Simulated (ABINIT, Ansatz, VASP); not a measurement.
Ga (Cmce, 4 atoms in the cell) computed with different codes at matched settings

Self-consistent single point.

```
Ga
1.0
    2.26000    -3.83000     0.00000
    2.26000     3.83000     0.00000
    0.00000     0.00000     4.53000
Ga
4
Cartesian
  2.26000   2.64347   4.16307
  2.26000   1.18653   1.89807
  2.26000  -1.18653   2.63193
  2.26000  -2.64347   0.36693
```

Shared settings, as Ansatz (a first-principles code) writes them: kpoints.mp_grid.grid = 4 4 4; scf.occupations.method = gaussian; scf.occupations.width = 0.272 eV. Potentials and cutoffs stand in the table.

```csv
code,model,pressure (GPa),largest force (eV/Å),cutoff
ABINIT,"LDA (PW92), PAW (JTH v2.0 LDA PAW)",-3.52,0.296,20 Ha
Ansatz,"LDA (PW92), default PAW files made with PBE",-3.59,0.300,default
VASP,"LDA (PZ), VASP's LDA PAW potentials (set 64)",-3.56,0.299,300 eV
```

The spread over the programs that give each value: pressure within 0.07 GPa; largest force within 0.004 eV/Å.

Ansatz's pressure is given at a fixed set of plane waves, as the other plane-wave codes print theirs. The same LDA comes in different parametrisations, which differ slightly.

The shared mesh is coarse (it stands for a supercell whose shortest vector is 18 Å), so the values are not converged in it.

VASP's run is marked for a possible Pulay error in its stress at this cutoff; no cutoff test was made.

The starting cell has typed, rounded lattice constants, without a prior relaxation at this level.

Left out of this page: GPAW, CP2K, Elk, FLEUR and SIESTA (not drawn, or without a comparable value).

Keys are those of Ansatz 0.2.
